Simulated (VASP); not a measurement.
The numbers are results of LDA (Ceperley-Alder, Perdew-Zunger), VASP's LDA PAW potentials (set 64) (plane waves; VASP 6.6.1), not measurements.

The input files of a VASP run:

INCAR:
```
! general
SYSTEM = MgH2
PREC   = Accurate
ENCUT  = 400
LREAL  = .False.
LASPH  = .True.
ICHARG = 11

! electronic loop
EDIFF  = 1E-7
NELM   = 100
ALGO   = Normal

! smearing
ISMEAR = 0
SIGMA  = 0.05

! output
LWAVE  = .False.
LCHARG = .False.
LORBIT = 11
```

**KPOINTS**
```
k-points along high-symmetry lines
10
Line-mode
Reciprocal
  0.000000   0.000000   0.000000 ! GAMMA
  0.000000   0.500000   0.000000 ! X

  0.000000   0.500000   0.000000 ! X
  0.500000   0.500000   0.000000 ! M

  0.500000   0.500000   0.000000 ! M
  0.000000   0.000000   0.000000 ! GAMMA

  0.000000   0.000000   0.000000 ! GAMMA
  0.000000   0.000000   0.500000 ! Z

  0.000000   0.000000   0.500000 ! Z
  0.000000   0.500000   0.500000 ! R

  0.000000   0.500000   0.500000 ! R
  0.500000   0.500000   0.500000 ! A

  0.500000   0.500000   0.500000 ! A
  0.000000   0.000000   0.500000 ! Z

  0.000000   0.500000   0.000000 ! X
  0.000000   0.500000   0.500000 ! R

  0.500000   0.500000   0.000000 ! M
  0.500000   0.500000   0.500000 ! A
```

File POSCAR:
```
MgH2
8.8011180
  0.4999999767   0.0000000000   0.0000000000
  0.0000000000   0.4999999767   0.0000000000
  0.0000000000   0.0000000000   0.3363148654
Mg H
2 4
Cart
  0.0000000000   0.0000000000   0.0000000000
  0.2499999883   0.2499999883   0.1681574327
  0.1519510596   0.1519510596   0.0000000000
  0.4019510479   0.0980489288   0.1681574327
  0.0980489288   0.4019510479   0.1681574327
  0.3480489171   0.3480489171   0.0000000000
```

POTCAR, in this order: Mg H (LDA.64 set). Program: vasp_std. Read from the step before: CHGCAR.

What VASP printed:

OSZICAR:
```
       N       E                     dE             d eps       ncg     rms          rms(c)
DAV:   1    -0.295507634278E+01   -0.29551E+01   -0.27651E+03  1448   0.610E+02
DAV:   2    -0.183758405128E+02   -0.15421E+02   -0.14166E+02  2032   0.689E+01
DAV:   3    -0.187460401881E+02   -0.37020E+00   -0.37020E+00  1888   0.153E+01
DAV:   4    -0.187466701222E+02   -0.62993E-03   -0.62993E-03  1928   0.616E-01
DAV:   5    -0.187466729796E+02   -0.28575E-05   -0.28575E-05  1880   0.318E-02
DAV:   6    -0.187466730148E+02   -0.35194E-07   -0.35194E-07  1992   0.304E-03
   1 F= -.18746673E+02 E0= -.18746673E+02  d E =-.235883E-15
```

### OUTCAR
```
 val. band max:       -0.3040781792   @ k =   0.1667   0.1667   0.0000

 cond. band min:       3.1200344449   @ k =   0.3889   0.3889   0.5000



 k-point     1 :       0.0000    0.0000    0.0000
  band No.  band energies     occupation
      1      -7.2804      2.00000
      2      -1.9075      2.00000
      3      -1.9075      2.00000
      4      -0.7761      2.00000
      5       3.9855      0.00000
      6       4.6983      0.00000
      7       8.9150      0.00000
      8       8.9150      0.00000

 k-point     2 :       0.0000    0.0556    0.0000
  band No.  band energies     occupation
      1      -7.2589      2.00000
      2      -2.0641      2.00000
      3      -1.8924      2.00000
      4      -0.6895      2.00000
      5       4.0535      0.00000
      6       4.6977      0.00000
      7       8.6653      0.00000
      8       8.9784      0.00000

 k-point     3 :       0.0000    0.1111    0.0000
  band No.  band energies     occupation
      1      -7.1937      2.00000
      2      -2.4268      2.00000
      3      -1.8478      2.00000
      4      -0.5306      2.00000
      5       4.1883      0.00000
      6       4.7712      0.00000
      7       8.1507      0.00000
      8       9.1550      0.00000

 k-point     4 :       0.0000    0.1667    0.0000
  band No.  band energies     occupation
      1      -7.0847      2.00000
      2      -2.8741      2.00000
      3      -1.7737      2.00000
      4      -0.4043      2.00000
      5       4.2267      0.00000
      6       5.0941      0.00000
      7       7.5803      0.00000
      8       9.4138      0.00000

 k-point     5 :       0.0000    0.2222    0.0000
  band No.  band energies     occupation
      1      -6.9329      2.00000
      2      -3.3511      2.00000
      3      -1.6723      2.00000
      4      -0.3440      2.00000
      5       4.1961      0.00000
      6       5.6474      0.00000
      7       7.0175      0.00000
      8       9.7235      0.00000
...
```

The density is held fixed in this step, so its total energy and stress have no physical meaning.

The compound is MgH2 in the rutile structure. It was relaxed first, which changed the volume by -7 %.
